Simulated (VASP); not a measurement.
Consider the following.

```
CELL_PARAMETERS angstrom
      0.00000     2.77978     2.77978
      2.77978     0.00000     2.77978
      2.77978     2.77978     0.00000
ATOMIC_POSITIONS crystal
  Ga 0.00000 0.00000 0.00000
  P  0.25000 0.25000 0.25000
```

Level of theory: PBE GGA, VASP's PBE PAW potentials (set 64) (plane waves; VASP). Run with 300 eV cut-off, 5×5×5 Γ-centred mesh, Gaussian smearing of 0.010 eV, potentials Ga_d P.

### Question
Give the energies of bands 7 to 12 at the high-symmetry points, in eV from the valence-band maximum.

### Answer

```json
[
 {"band": "7", "Γ": "0.00", "X": "-6.49", "U": "-6.30", "L": "-6.32", "W": "-6.31"},
 {"band": "8", "Γ": "0.00", "X": "-2.49", "U": "-3.64", "L": "-1.04", "W": "-3.31"},
 {"band": "9", "Γ": "0.00", "X": "-2.49", "U": "-2.09", "L": "-1.04", "W": "-3.15"},
 {"band": "10", "Γ": "1.33", "X": "1.76", "U": "2.23", "L": "1.49", "W": "4.60"},
 {"band": "11", "Γ": "3.89", "X": "1.86", "U": "4.68", "L": "4.72", "W": "4.69"},
 {"band": "12", "Γ": "3.89", "X": "10.15", "U": "8.02", "L": "4.72", "W": "5.92"}
]
```

The gap is direct, 1.33 eV, from the valence maximum at Γ to the conduction minimum at Γ.

The structure comes from a computed database's GaP entry; how it stands against other phases isn't given here. The cell was not relaxed at this level.
